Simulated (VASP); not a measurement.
# A VASP study of LaBi (LDA): structure first, properties next, part 3 of 5

What structure and properties does LDA give LaBi, and how near are they to the measured ones? The start is a computed cell from the Materials Project.

VASP 6.6.1, plane waves and PAW; the level of theory is named at each step.

So far. Step 4 (Density, ELF and potential (LDA)): In this run the pressure is -0.02 GPa, small enough to go on. Step 5 (Band structure (LDA)): There is no gap at this level.

## 6. Total and projected DOS (LDA)

Level of this step: LDA; plane waves and PAW (La, Bi_d) (VASP).

A density of states needs more k-points than a total energy; ISMEAR = -5 takes tetrahedra, and LORBIT projects the states on the PAW spheres. The mesh is finer than in the run before.

The input, INCAR:

```
SYSTEM = LaBi
PREC = Accurate
ENCUT = 400
EDIFF = 1E-06
NELM = 100
ISMEAR = -5
SIGMA = 0.2
LREAL = .FALSE.
ALGO = Normal
GGA = CA
NBANDS = 25
LASPH = .TRUE.
LORBIT = 11
LWAVE = .FALSE.
LCHARG = .FALSE.
KPAR = 2
NEDOS = 2001
```

The input, POSCAR:

```
LaBi
1.0
    0.0000000000      3.2517872099      3.2517872099
    3.2517872099      0.0000000000      3.2517872099
    3.2517872099      3.2517872099      0.0000000000
La Bi
1 1
Direct
    0.5000000000      0.5000000000      0.5000000000
    0.0000000000      0.0000000000      0.0000000000
```

The input, KPOINTS:

```
Automatic mesh
0
Gamma
11 11 11
0 0 0
```

Potentials, in the order of the species: La and Bi_d (LDA family, release 64).

Launch:

```console
$ mpirun -np 2 vasp_std
```

The log of the run:

```text
[... set-up lines as in an earlier step ...]
 entering main loop
       N       E                     dE             d eps       ncg     rms          rms(c)
DAV:   1     0.234226707258E+03    0.23423E+03   -0.96194E+03  2992   0.121E+03
DAV:   2     0.160550719294E+02   -0.21817E+03   -0.20023E+03  2937   0.275E+02
DAV:   3    -0.101210143680E+02   -0.26176E+02   -0.25443E+02  3504   0.115E+02
DAV:   4    -0.123427680736E+02   -0.22218E+01   -0.22094E+01  5189   0.277E+01
DAV:   5    -0.123993990140E+02   -0.56631E-01   -0.56587E-01  3723   0.335E+00    0.298E+00
DAV:   6    -0.123250060002E+02    0.74393E-01   -0.10499E-01  4799   0.208E+00    0.170E+00
DAV:   7    -0.122957959530E+02    0.29210E-01   -0.61194E-02  3582   0.185E+00    0.367E-01
DAV:   8    -0.122957579844E+02    0.37969E-04   -0.41977E-03  5083   0.361E-01    0.131E-01
DAV:   9    -0.122955907526E+02    0.16723E-03   -0.45626E-04  4406   0.129E-01    0.210E-02
DAV:  10    -0.122956016387E+02   -0.10886E-04   -0.37747E-05  4936   0.392E-02    0.933E-03
DAV:  11    -0.122956042513E+02   -0.26125E-05   -0.27287E-06  3819   0.105E-02    0.370E-03
DAV:  12    -0.122956039534E+02    0.29791E-06   -0.26533E-07  1816   0.569E-03
   1 F= -.12295604E+02 E0= -.12295604E+02  d E =0.000000E+00
 -----------------------------------------------------------------------------
|                                                                             |
|           W    W    AA    RRRRR   N    N  II  N    N   GGGG   !!!           |
|           W    W   A  A   R    R  NN   N  II  NN   N  G    G  !!!           |
|           W    W  A    A  R    R  N N  N  II  N N  N  G       !!!           |
|           W WW W  AAAAAA  RRRRR   N  N N  II  N  N N  G  GGG   !            |
|           WW  WW  A    A  R   R   N   NN  II  N   NN  G    G                |
|           W    W  A    A  R    R  N    N  II  N    N   GGGG   !!!           |
|                                                                             |
|     Tetrahedron method does not include variations of the Fermi             |
|     occupations, so forces and stress will be inaccurate. We suggest        |
|     using a different smearing scheme ISMEAR = 1 or 2 for metals in         |
|     relaxations.                                                            |
|                                                                             |
 -----------------------------------------------------------------------------
```

Elapsed: 40 s, on 2 MPI ranks of Intel Xeon Platinum 8488C (Sapphire Rapids), shared host; peak memory 0.39 GiB; 78 s of CPU time.

From OUTCAR (step 6):

```text
   k-points           NKPTS =     56   k-points in BZ     NKDIM =     56   number of bands    NBANDS=     25

   NELECT =      26.0000    total number of electrons

 E-fermi :   7.0102

 k-point     1 :       0.0000    0.0000    0.0000
  band No.  band energies     occupation
    ...
      7      -9.1654      2.00000
      8      -9.1654      2.00000
      9      -9.1654      2.00000
     10      -3.5576      2.00000
     11       7.2464      1.48092
     12       7.2464     -1.05377
     13       7.2464     -1.05377
     14       8.2163      0.00000
     15       8.2163      0.00000
     16       8.2163      0.00000
    ...

  Total       -0.0078967     -0.0078967     -0.0078967     -0.0000000     -0.0000000      0.0000000
  in kB       -0.1839750     -0.1839750     -0.1839750     -0.0000000     -0.0000000      0.0000000
  external PRESSURE =      -0.1839750 kB  Pullay stress =       0.0000000 kB

 POSITION                                       TOTAL-FORCE (eV/Angst)
 -----------------------------------------------------------------------------------
      3.25179      3.25179      3.25179         0.000000      0.000000      0.000000
      0.00000      0.00000      0.00000         0.000000      0.000000      0.000000
 -----------------------------------------------------------------------------------
    total drift:                               -0.000000      0.000000      0.000000

  FREE ENERGIE OF THE ION-ELECTRON SYSTEM (eV)
  ---------------------------------------------------
  free  energy   TOTEN  =       -12.2956039534 eV

  energy  without entropy=      -12.2956039534  energy(sigma->0) =      -12.29560395

[... 6 parts as in an earlier step ...]

[... 10 further parts left out ...]
```

With tetrahedra the forces and stress of a metal are not exact derivatives of the energy.

This step gave:

| Item | Value |
| --- | --- |
| irreducible k-points | 56 |
| free energy (TOTEN) | -12.30 eV |
| Fermi energy | 7.010 eV |
| pressure | -0.01840 GPa |
| DOS at the Fermi level | 0.2088 states/eV/cell |

The density of states has structure finer than the step of the table below, so its rows give means over 1 eV, whole bins alone (the curve runs from -12.0 to 1.98 eV). Peaks (eV: height): total -1.5: 6.94; Bi p -2.4: 0.496, -1.5: 2.07; La d -1.5: 0.989, 1.5: 0.551, 1.7: 0.537; Bi s -9.8: 3.12.

States under -12.0 eV and over 2.0 eV are left out. Density of states against energy, zero at the Fermi level; means over each step; values in states/eV/cell:

```
energy (eV)    total     La f    Bi p    La d     Bi s
        -11  0.00498        0       0       0  0.00323
        -10     1.95  0.00351  9.7e-4  0.0217     1.36
         -9   0.0472   1.7e-4  1.5e-5  1.4e-4   0.0333
         -8        0        0       0       0        0
         -7        0        0       0       0        0
         -6        0        0       0       0        0
         -5        0        0       0       0        0
         -4        0        0       0       0        0
         -3    0.801  0.00418   0.204  0.0541  0.00435
         -2     1.88   0.0159   0.538   0.197  0.00828
         -1     3.07   0.0891   0.920   0.421  0.00434
          0    0.411   0.0460  0.0991  0.0589   4.0e-4
          1     1.59    0.560  0.0689   0.305  0.00329
```

The finer mesh and the other smearing move the Fermi level by +0.09 eV from the 7×7×7 run, one measure of the sampling error in the zero of the bands above. Of the states within 0.3 eV of the Fermi level, the largest shares in the PAW spheres are Bi p 24 %, La d 14 % and La f 13 %. The rest lies in smaller channels or between the spheres.

## 7. Volume scan with LDA, volume scale 0.94

An equation of state needs energies on both sides of the minimum, all on one mesh and cutoff.

The input, INCAR:

```
SYSTEM = LaBi
PREC = Accurate
ENCUT = 400
EDIFF = 1E-06
NELM = 100
ISMEAR = 1
SIGMA = 0.2
LREAL = .FALSE.
ALGO = Normal
GGA = CA
NBANDS = 19
LASPH = .TRUE.
LORBIT = 11
LWAVE = .FALSE.
LCHARG = .FALSE.
KPAR = 2
ISIF = 2
```

The input, POSCAR:

```
LaBi
1.0
    0.0000000000      3.1854055793      3.1854055793
    3.1854055793      0.0000000000      3.1854055793
    3.1854055793      3.1854055793      0.0000000000
La Bi
1 1
Direct
    0.5000000000      0.5000000000      0.5000000000
    0.0000000000      0.0000000000      0.0000000000
```

The input, KPOINTS:

```
Automatic mesh
0
Gamma
7 7 7
0 0 0
```

Launch:

```console
$ mpirun -np 2 vasp_std
```

The log of the run:

```text
[... set-up lines as in an earlier step ...]
 entering main loop
       N       E                     dE             d eps       ncg     rms          rms(c)
DAV:   1     0.247156724656E+03    0.24716E+03   -0.10120E+04   800   0.162E+03
DAV:   2     0.175695034632E+02   -0.22959E+03   -0.22159E+03   880   0.348E+02
DAV:   3    -0.100628280396E+02   -0.27632E+02   -0.26558E+02  1014   0.158E+02
DAV:   4    -0.122062981969E+02   -0.21435E+01   -0.20702E+01  1368   0.345E+01
DAV:   5    -0.123371459066E+02   -0.13085E+00   -0.13076E+00  1192   0.609E+00    0.325E+00
DAV:   6    -0.122760905926E+02    0.61055E-01   -0.23336E-01  1495   0.363E+00    0.181E+00
DAV:   7    -0.122427743463E+02    0.33316E-01   -0.66471E-02  1200   0.266E+00    0.375E-01
DAV:   8    -0.122425520796E+02    0.22227E-03   -0.22104E-03  1333   0.390E-01    0.196E-01
DAV:   9    -0.122423760974E+02    0.17598E-03   -0.75336E-04  1208   0.250E-01    0.197E-02
DAV:  10    -0.122423835540E+02   -0.74565E-05   -0.65394E-05  1362   0.600E-02    0.121E-02
DAV:  11    -0.122423851754E+02   -0.16214E-05   -0.92729E-06  1168   0.211E-02    0.414E-03
DAV:  12    -0.122423852256E+02   -0.50157E-07   -0.37215E-07   816   0.493E-03
   1 F= -.12242385E+02 E0= -.12242540E+02  d E =0.465690E-03
```

Run time: 16 s. Hardware: 2 MPI ranks; peak memory 0.3 GiB.

OUTCAR, selected parts (step 7):

```text
   ENCUT  =  400.0 eV  29.40 Ry    5.42 a.u.   7.35  7.35  7.35*2*pi/ulx,y,z

   NELECT =      26.0000    total number of electrons

 E-fermi :   7.5645

 k-point     1 :       0.0000    0.0000    0.0000
  band No.  band energies     occupation
    ...
      6     -14.0286      2.00000
      7      -8.3659      2.00000
      8      -8.3659      2.00000
      9      -8.3659      2.00000
     10      -3.0863      2.00000
     11       7.9276     -0.02770
     12       7.9276     -0.02770
     13       7.9276     -0.02770
     14       8.8587     -0.00000
     15       8.8587     -0.00000
    ...

  Total        1.6095827      1.6095827      1.6095827      0.0000000      0.0000000      0.0000000
  in kB       39.8932724     39.8932724     39.8932724      0.0000000      0.0000000      0.0000000
  external PRESSURE =      39.8932724 kB  Pullay stress =       0.0000000 kB

 POSITION                                       TOTAL-FORCE (eV/Angst)
 -----------------------------------------------------------------------------------
      3.18541      3.18541      3.18541         0.000000     -0.000000     -0.000000
      0.00000      0.00000      0.00000         0.000000      0.000000      0.000000
 -----------------------------------------------------------------------------------
    total drift:                               -0.000000      0.000000      0.000000

  FREE ENERGIE OF THE ION-ELECTRON SYSTEM (eV)
  ---------------------------------------------------
  free  energy   TOTEN  =       -12.2423852256 eV

  energy  without entropy=      -12.2428509160  energy(sigma->0) =      -12.24254046

[... 4 parts as in an earlier step ...]

[... 12 further parts left out ...]
```

The scan keeps the cell's shape and the fractional positions fixed.

This step gave:

```yaml
bands: 19
irreducible_k_points: 20
free_energy_toten: -12.24 eV
energy_at_zero_smearing: -12.24 eV
fermi_energy: 7.564 eV
pressure: 3.989 GPa
```

The pressure here is 3.99 GPa.

## 8. Volume scan with LDA, volume scale 0.96

INCAR is that of step 7.

The input, POSCAR:

```
LaBi
1.0
    0.0000000000      3.2078387521      3.2078387521
    3.2078387521      0.0000000000      3.2078387521
    3.2078387521      3.2078387521      0.0000000000
La Bi
1 1
Direct
    0.5000000000      0.5000000000      0.5000000000
    0.0000000000      0.0000000000      0.0000000000
```

KPOINTS is that of step 7.

Launch:

```console
$ mpirun -np 2 vasp_std
```

The log of the run:

```text
[... set-up lines as in an earlier step ...]
 entering main loop
       N       E                     dE             d eps       ncg     rms          rms(c)
DAV:   1     0.255856580107E+03    0.25586E+03   -0.99061E+03   768   0.163E+03
DAV:   2     0.177305834715E+02   -0.23813E+03   -0.23195E+03   920   0.359E+02
DAV:   3    -0.974356198034E+01   -0.27474E+02   -0.26956E+02   953   0.156E+02
DAV:   4    -0.122297150430E+02   -0.24862E+01   -0.22330E+01  1413   0.356E+01
DAV:   5    -0.123610232811E+02   -0.13131E+00   -0.13129E+00  1104   0.607E+00    0.319E+00
DAV:   6    -0.123033061338E+02    0.57717E-01   -0.25685E-01  1493   0.347E+00    0.175E+00
DAV:   7    -0.122712433971E+02    0.32063E-01   -0.65553E-02  1229   0.264E+00    0.391E-01
DAV:   8    -0.122710009250E+02    0.24247E-03   -0.22568E-03  1280   0.391E-01    0.204E-01
DAV:   9    -0.122708249005E+02    0.17602E-03   -0.85510E-04  1197   0.270E-01    0.174E-02
DAV:  10    -0.122708318451E+02   -0.69446E-05   -0.84006E-05  1368   0.711E-02    0.121E-02
DAV:  11    -0.122708334494E+02   -0.16043E-05   -0.10016E-05  1192   0.221E-02    0.419E-03
DAV:  12    -0.122708335265E+02   -0.77123E-07   -0.52472E-07   840   0.535E-03
   1 F= -.12270834E+02 E0= -.12271221E+02  d E =0.116311E-02
```

It took 18 s on 2 MPI ranks; peak memory 0.31 GiB; 35 s of CPU time.

From OUTCAR (step 8):

```text
   ENCUT  =  400.0 eV  29.40 Ry    5.42 a.u.   7.40  7.40  7.40*2*pi/ulx,y,z

   NELECT =      26.0000    total number of electrons

 E-fermi :   7.3408

 k-point     1 :       0.0000    0.0000    0.0000
  band No.  band energies     occupation
    ...
      6     -14.2275      2.00000
      7      -8.6421      2.00000
      8      -8.6421      2.00000
      9      -8.6421      2.00000
     10      -3.2503      2.00000
     11       7.6910     -0.03278
     12       7.6910     -0.03278
     13       7.6910     -0.03278
     14       8.6364     -0.00000
     15       8.6364     -0.00000
    ...

  Total        1.0344001      1.0344001      1.0344001      0.0000000      0.0000000      0.0000000
  in kB       25.1033434     25.1033434     25.1033434      0.0000000      0.0000000      0.0000000
  external PRESSURE =      25.1033434 kB  Pullay stress =       0.0000000 kB

 POSITION                                       TOTAL-FORCE (eV/Angst)
 -----------------------------------------------------------------------------------
      3.20784      3.20784      3.20784         0.000000      0.000000      0.000000
      0.00000      0.00000      0.00000        -0.000000     -0.000000      0.000000
 -----------------------------------------------------------------------------------
    total drift:                               -0.000000      0.000000      0.000000

  FREE ENERGIE OF THE ION-ELECTRON SYSTEM (eV)
  ---------------------------------------------------
  free  energy   TOTEN  =       -12.2708335265 eV

  energy  without entropy=      -12.2719966346  energy(sigma->0) =      -12.27122123

[... 4 parts as in an earlier step ...]

[... 12 further parts left out ...]
```

Numbers from this step:

```
free energy (TOTEN)     : -12.27 eV
energy at zero smearing : -12.27 eV
Fermi energy            : 7.341 eV
pressure                : 2.510 GPa
```

The pressure falls from 3.99 to 2.51 GPa.

The run ends at a pressure of 2.51 GPa.

## 9. Volume scan with LDA, volume scale 0.98

INCAR is that of step 8.

The input, POSCAR:

```
LaBi
1.0
    0.0000000000      3.2299624771      3.2299624771
    3.2299624771      0.0000000000      3.2299624771
    3.2299624771      3.2299624771      0.0000000000
La Bi
1 1
Direct
    0.5000000000      0.5000000000      0.5000000000
    0.0000000000      0.0000000000      0.0000000000
```

KPOINTS is that of step 8.

Launch:

```console
$ mpirun -np 2 vasp_std
```

The log of the run:

```text
[... set-up lines as in an earlier step ...]
 entering main loop
       N       E                     dE             d eps       ncg     rms          rms(c)
DAV:   1     0.257155970109E+03    0.25716E+03   -0.99034E+03   768   0.158E+03
DAV:   2     0.190885641864E+02   -0.23807E+03   -0.23209E+03   912   0.356E+02
DAV:   3    -0.994831687537E+01   -0.29037E+02   -0.28014E+02   964   0.158E+02
DAV:   4    -0.122530503074E+02   -0.23047E+01   -0.22869E+01  1448   0.374E+01
[...]
DAV:  10    -0.122872010392E+02   -0.57047E-05   -0.80353E-05  1400   0.745E-02    0.120E-02
DAV:  11    -0.122872028013E+02   -0.17621E-05   -0.11286E-05  1152   0.230E-02    0.385E-03
DAV:  12    -0.122872028886E+02   -0.87278E-07   -0.78256E-07   845   0.674E-03
   1 F= -.12287203E+02 E0= -.12287742E+02  d E =0.161616E-02
```

It took 16 s on 2 MPI ranks; peak memory 0.3 GiB.

From OUTCAR (step 9):

```text
  Total        0.4957512      0.4957512      0.4957512     -0.0000000      0.0000000      0.0000000
  in kB       11.7856053     11.7856053     11.7856053     -0.0000000      0.0000000      0.0000000
  external PRESSURE =      11.7856053 kB  Pullay stress =       0.0000000 kB

 POSITION                                       TOTAL-FORCE (eV/Angst)
 -----------------------------------------------------------------------------------
      3.22996      3.22996      3.22996         0.000000      0.000000     -0.000000
      0.00000      0.00000      0.00000        -0.000000     -0.000000      0.000000
 -----------------------------------------------------------------------------------
    total drift:                               -0.000000      0.000000      0.000000

  FREE ENERGIE OF THE ION-ELECTRON SYSTEM (eV)
  ---------------------------------------------------
  free  energy   TOTEN  =       -12.2872028886 eV

  energy  without entropy=      -12.2888190467  energy(sigma->0) =      -12.28774161

[... 1 part as in an earlier step ...]

[... 2 further parts left out ...]
[key lines of the parts left out:]
E-fermi :   7.1261
```

The pressure falls from 2.51 to 1.18 GPa.

The run ends at a pressure of 1.18 GPa.

## 10. Volume scan with LDA, volume scale 1

INCAR is that of step 9.

The input, POSCAR:

```
LaBi
1.0
    0.0000000000      3.2517872099      3.2517872099
    3.2517872099      0.0000000000      3.2517872099
    3.2517872099      3.2517872099      0.0000000000
La Bi
1 1
Direct
    0.5000000000      0.5000000000      0.5000000000
    0.0000000000      0.0000000000      0.0000000000
```

KPOINTS is that of step 9.

Launch:

```console
$ mpirun -np 2 vasp_std
```

The log of the run:

```text
[... set-up lines as in an earlier step ...]
 entering main loop
       N       E                     dE             d eps       ncg     rms          rms(c)
DAV:   1     0.255457171131E+03    0.25546E+03   -0.97429E+03   760   0.155E+03
DAV:   2     0.166785315498E+02   -0.23878E+03   -0.23226E+03   920   0.354E+02
DAV:   3    -0.101067440874E+02   -0.26785E+02   -0.26203E+02  1001   0.155E+02
DAV:   4    -0.122694873428E+02   -0.21627E+01   -0.20640E+01  1430   0.347E+01
[...]
DAV:  10    -0.122927241043E+02   -0.45309E-05   -0.82626E-05  1408   0.752E-02    0.115E-02
DAV:  11    -0.122927261439E+02   -0.20396E-05   -0.12740E-05  1184   0.242E-02    0.365E-03
DAV:  12    -0.122927262211E+02   -0.77195E-07   -0.11149E-06   829   0.743E-03
   1 F= -.12292726E+02 E0= -.12293332E+02  d E =0.181661E-02
```

Elapsed: 17 s, on 2 MPI ranks; peak memory 0.31 GiB.

OUTCAR, selected parts (step 10):

```text
  Total       -0.0107809     -0.0107809     -0.0107809      0.0000000      0.0000000      0.0000000
  in kB       -0.2511708     -0.2511708     -0.2511708      0.0000000      0.0000000      0.0000000
  external PRESSURE =      -0.2511708 kB  Pullay stress =       0.0000000 kB

 POSITION                                       TOTAL-FORCE (eV/Angst)
 -----------------------------------------------------------------------------------
      3.25179      3.25179      3.25179         0.000000      0.000000      0.000000
      0.00000      0.00000      0.00000        -0.000000      0.000000      0.000000
 -----------------------------------------------------------------------------------
    total drift:                               -0.000000      0.000000      0.000000

  FREE ENERGIE OF THE ION-ELECTRON SYSTEM (eV)
  ---------------------------------------------------
  free  energy   TOTEN  =       -12.2927262211 eV

  energy  without entropy=      -12.2945428337  energy(sigma->0) =      -12.29333176

[... 2 parts as in an earlier step ...]

[... 1 further part left out ...]
[key lines of the parts left out:]
E-fermi :   6.9209
```

The pressure falls from 1.18 to -0.03 GPa.

The run ends at a pressure of -0.03 GPa.

(Part 3 of 5 ends here.)

[Lines on the potential files, build, host, timing and source positions are cut from VASP's logs without a mark.]

[Logs are printed without paths, hosts, clocks, repeated set-up lines and the standing remarks that a program may print on its own settings, such as how far it seeks lower states.]

[Hosts, paths, dates, database ids (printed as entryN), source tags and the programs' standing remarks are cut or masked in the printed files.]

[A measured line is paired with the nearest computed mode of its activity, which favours agreement.]
